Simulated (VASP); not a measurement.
Data:

```xyz
2
Lattice="1.8064 -3.1288 0.0000 1.8064 3.1288 0.0000 0.0000 0.0000 5.5712" Properties=species:S:1:pos:R:3 pbc="T T T"
Y      1.8064     1.0429     1.3928
Y      1.8064    -1.0429     4.1784
```

Level of theory: AM05 GGA, VASP's PBE PAW potentials (set 64) (plane waves; VASP). Settings: 520 eV cut-off, Gaussian smearing of 0.050 eV, potentials Y_sv.

Problem. Give the energies of bands 9 to 14 at the high-symmetry points, in eV from the Fermi level.

Solution. 
```
band      Γ      M      K      A      L      H
----  -----  -----  -----  -----  -----  -----
9     -4.76  -1.71  -0.79  -3.24  -1.71  -0.41
10    -1.90  -1.27  -0.69  -3.24  -1.71  -0.41
11     1.13  -0.85  -0.69   1.04   0.10  -0.40
12     1.76  -0.09  -0.48   1.04   0.10  -0.40
13     1.76   1.42   1.15   1.66   1.48   0.47
14     2.24   1.54   1.15   1.66   1.48   0.47
```

It has no gap at this level: it comes out as a metal or semimetal.

The compound is Y in the hcp structure. It was relaxed first.
